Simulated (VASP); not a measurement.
Input for VASP

**POSCAR**
```
PbS
1
    0.0000000000     3.0294000000     3.0294000000
    3.0294000000     0.0000000000     3.0294000000
    3.0294000000     3.0294000000     0.0000000000
Pb S
1 1
Direct
  0.0000000000   0.0000000000   0.0000000000
  0.5000000000   0.5000000000   0.5000000000
```

INCAR:
```
SYSTEM = PbS
PREC = Accurate
ENCUT = 400
EDIFF = 1E-6
NELM = 100
ALGO = Normal
LREAL = .FALSE.
LASPH = .TRUE.
ISMEAR = 0
SIGMA = 0.05
GGA = PE
LMAXMIX = 4
LWAVE = .FALSE.
LCHARG = .FALSE.
ISIF = 2
ISPIN = 2
MAGMOM = 1.0 1.0 1.0 1.0
```

KPOINTS:
```
Automatic mesh
0
Gamma
6 6 6
0 0 0
```

POTCAR, in this order: Pb_d S (PBE.64 set). Program: vasp_std.

Question: One choice in this input is risky. Which, and does it do harm here?

Answer: The risk: MAGMOM holds more values than there are atoms. Here it does no harm: the run (PBE GGA, plane waves, VASP's PBE PAW potentials (set 64)) converges to the same energy and pressure as with the safe setting.
File OSZICAR:
```
       N       E                     dE             d eps       ncg     rms          rms(c)
DAV:   1     0.147928166934E+03    0.14793E+03   -0.84248E+03   968   0.113E+03
DAV:   2     0.221502050964E+01   -0.14571E+03   -0.14177E+03  1044   0.313E+02
DAV:   3    -0.870335554524E+01   -0.10918E+02   -0.10870E+02  1212   0.930E+01
DAV:   4    -0.895410431731E+01   -0.25075E+00   -0.25067E+00  1254   0.169E+01
DAV:   5    -0.896268917239E+01   -0.85849E-02   -0.85847E-02  1410   0.264E+00    0.654E+00
DAV:   6    -0.874526535982E+01    0.21742E+00   -0.18053E+00  1389   0.918E+00    0.329E+00
DAV:   7    -0.876187220976E+01   -0.16607E-01   -0.16709E-01  1100   0.246E+00    0.211E+00
DAV:   8    -0.876492609069E+01   -0.30539E-02   -0.12889E-02  1114   0.983E-01    0.998E-01
DAV:   9    -0.876612825491E+01   -0.12022E-02   -0.45012E-03  1177   0.716E-01    0.306E-01
DAV:  10    -0.876529343555E+01    0.83482E-03   -0.40925E-04  1275   0.194E-01    0.147E-01
DAV:  11    -0.876543613047E+01   -0.14269E-03   -0.23031E-04  1149   0.129E-01    0.537E-02
DAV:  12    -0.876548711460E+01   -0.50984E-04   -0.80323E-05  1128   0.863E-02    0.277E-02
DAV:  13    -0.876548887879E+01   -0.17642E-05   -0.79283E-06  1304   0.269E-02    0.448E-03
DAV:  14    -0.876548948565E+01   -0.60686E-06   -0.93048E-07   924   0.113E-02
   1 F= -.87654895E+01 E0= -.87654895E+01  d E =-.912983E-17  mag=     0.0000
```

The compound is PbS in the rock salt structure. The cell was not relaxed at this level.
